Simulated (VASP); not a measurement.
AlN: stress against strain

AlN (wurtzite, P6_3mc, 10.458 Å³/atom and stress up to 0.12 GPa in the relaxed cell, c along z) under a strain ε along c (axis z), the other axes held. PBEsol in VASP (plane waves, PAW), 600 eV, 12×12×6 Γ-centred mesh, Gaussian smearing 0.05 eV; ions are relaxed, or left where forces stay under 0.02 eV/Å, within the symmetry of each cell. Stress is positive for a compressed cell.

Here s stands for strain and y for stress zz.

| strain (%) | stress zz (GPa) |
|---|---|
| -1.50 | 5.18 |
| -1.00 | 3.41 |
| -0.50 | 1.64 |
| 0.00 | -0.12 |
| 0.50 | -1.92 |
| 1.00 | -3.70 |
| 1.50 | -5.48 |
| 3.00 | ? |

Question: Using a straight line, estimate the missing y at s = 3.00 from the other rows, showing the fit.

Answer: Means: s 0, y -0.141. About the means, the sum of products is -24.880 and the sum of squares of s is 7.0000; the slope is their ratio. Least squares gives y = -0.141 - 3.5543·s. Residuals (row less fit): -0.010, -0.003, 0.004, 0.021, -0.002, -0.005, -0.008; standard error 0.011 (degrees of freedom: 5). The slope gives the elastic constant C33 = 355.4 ± 0.4 GPa (± standard error of the fit, which holds the terms cut off). At the withheld row, y = -0.141 - 3.5543 × 3.0 = -10.804 GPa. The calculation gives -10.77 GPa, 0.034 GPa above the prediction (0.2 % of the range of y in the table). The row lies outside the fitted rows, so this is an extrapolation. From the scatter of the fitted rows alone, a prediction at this place has a standard error of 0.018 GPa, so the miss is 1.9 times that.

A polynomial of degree 2 through the 12 other runs of the series gives -10.85 there. Rows are the converged runs of the series near zero and its far end, less any whose ions stayed unrelaxed beside relaxed ones; series whose fitted rows scatter by over a few per cent of the range, as at a crossing or softening among them, aren't shown in this form. Most that stay on the fit to the last digits aren't either.
